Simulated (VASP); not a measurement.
```
CdSe
1.0
    0.00000     3.09567     3.09567
    3.09567     0.00000     3.09567
    3.09567     3.09567     0.00000
Cd Se
1 1
Direct
  0.00000   0.00000   0.00000
  0.25000   0.25000   0.25000
```

These are PBE GGA, VASP's PBE PAW potentials (set 64) (plane waves; VASP 6.6.1) values and carry that method's errors. Settings: 400 eV cut-off, 8×8×8 Γ-centred mesh, tetrahedra with Blöchl corrections, potentials Cd Se.

Q: Predict the energy per atom (σ→0), band gap (on the k-mesh) with the smallest direct gap where there is one.

A: 
The band gap (on the k-mesh) is 0.50 eV and the smallest direct gap (on the k-mesh) comes out as 0.50 eV. The energy per atom (σ→0) comes out as -2.748 eV/atom.

The absolute energy has meaning only against runs of the same code, potentials and settings.

The compound is CdSe in the zinc blende structure, whereas wurtzite is the usual form. It was relaxed first, which changed the volume by +7 %.
